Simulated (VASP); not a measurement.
A run of VASP 6.6.1:

POSCAR

```
EuF2
1.0
    0.0000000000      2.8979990200      2.8979990200
    2.8979990200      0.0000000000      2.8979990200
    2.8979990200      2.8979990200      0.0000000000
Eu F
1 2
Direct
    0.0000000000      0.0000000000      0.0000000000
    0.2500000000      0.2500000000      0.2500000000
    0.7500000000      0.7500000000      0.7500000000
```

File INCAR.step1:

```
ALGO = Normal ; EDIFF = 1E-4
ENCUT = 520 ; GGA = PE
ISMEAR = 0 ; ISPIN = 2
LASPH = T ; LCHARG = F
LMAXMIX = 6 ; LREAL = F
LWAVE = T ; MAGMOM = 7 0 0
NBANDS = 26 ; NELM = 150
PREC = Accurate ; SIGMA = 0.05
```

Contents of INCAR.step2:

```
ALGO = Normal ; EDIFF = 1E-7
ENCUT = 520 ; ISIF = 2
ISMEAR = 0 ; ISPIN = 2
ISTART = 1 ; LASPH = T
LCHARG = F ; LMAXMIX = 6
LMIXTAU = T ; LORBIT = 11
LREAL = F ; LWAVE = F
MAGMOM = 7 0 0 ; METAGGA = R2SCAN
NBANDS = 26 ; NELM = 150
PREC = Accurate ; SIGMA = 0.05
```

Contents of KPOINTS:

```
k-points
0
Gamma
  6 6 6
```

Potentials or basis: VASP PAW PBE potentials, release 64 (Eu, F).

Command:

```console
$ cat potpaw_PBE.64/Eu/POTCAR potpaw_PBE.64/F/POTCAR > POTCAR
$ cp INCAR.step1 INCAR
$ mpirun -np 1 vasp_std > vasp.out
$ cp INCAR.step2 INCAR
$ mpirun -np 1 vasp_std > vasp.out
```

Hardware: 1 thread of Intel(R) Xeon(R) Platinum 8488C (Sapphire Rapids) (shared host).

Task: How long does it take, and how much memory?

Result: It took 2.5 min on 1 thread of Intel(R) Xeon(R) Platinum 8488C (Sapphire Rapids), on a shared host, peak memory 0.22 GiB. Counts: scf iterations 10, k points 16.
